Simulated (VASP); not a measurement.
The input files of a VASP run:

INCAR:
```
SYSTEM = LiH
PREC = Accurate
ENCUT = 520
EDIFF = 1E-7
NELM = 100
ALGO = Normal
LREAL = .FALSE.
LASPH = .TRUE.
ISMEAR = 0
SIGMA = 0.05
GGA = CX
LUSE_VDW = .TRUE.
AGGAC = 0.0
LWAVE = .FALSE.
LCHARG = .FALSE.
ISIF = 2
```

KPOINTS:
```
K-points
0
G
  11 11 11
```

**POSCAR**
```
LiH
2.8214490
  0.0000000000   0.7071067017   0.7071067017
  0.7071067017   0.0000000000   0.7071067017
  0.7071067017   0.7071067017   0.0000000000
Li H
1 1
Cartesian
  0.0000000000   0.0000000000   0.0000000000
  0.7071067017   0.7071067017   0.7071067017
```

POTCAR, in this order: Li_sv H (PBE.64 set). Program: vasp_std.

Task: Write an equivalent input for Quantum ESPRESSO's pw.x.

Result: One equivalent input (not run):
```
&CONTROL
  calculation = 'scf'
  pseudo_dir = './pseudo'
  outdir = './out'
  tprnfor = .true.
  tstress = .true.
/
&SYSTEM
  ibrav = 0
  nat = 2
  ntyp = 2
  ecutwfc = 74
  occupations = 'smearing'
  smearing = 'gaussian'
  degauss = 0.003675
  input_dft = 'vdw-df-cx'
/
&ELECTRONS
  conv_thr = 7.3e-09
  electron_maxstep = 100
/
ATOMIC_SPECIES
  Li 6.940 Li.upf
  H 1.008 H.upf
CELL_PARAMETERS angstrom
     0.0000000    1.9950655    1.9950655
     1.9950655    0.0000000    1.9950655
     1.9950655    1.9950655    0.0000000
ATOMIC_POSITIONS crystal
  Li   0.0000000  0.0000000  0.0000000
  H    0.5000000  0.5000000  0.5000000
K_POINTS automatic
  11 11 11 0 0 0
```
Limits of the translation: the potentials are each code's own (VASP's PAW set, PseudoDojo norm-conserving files in pw.x), so ENCUT and ecutwfc are chosen apart and not converted; conv_thr bounds pw.x's estimated SCF error, while EDIFF bounds the energy change between steps.

The compound is LiH in the rock salt structure. This cell is one point of a volume scan, at 0.97 of the reference volume.
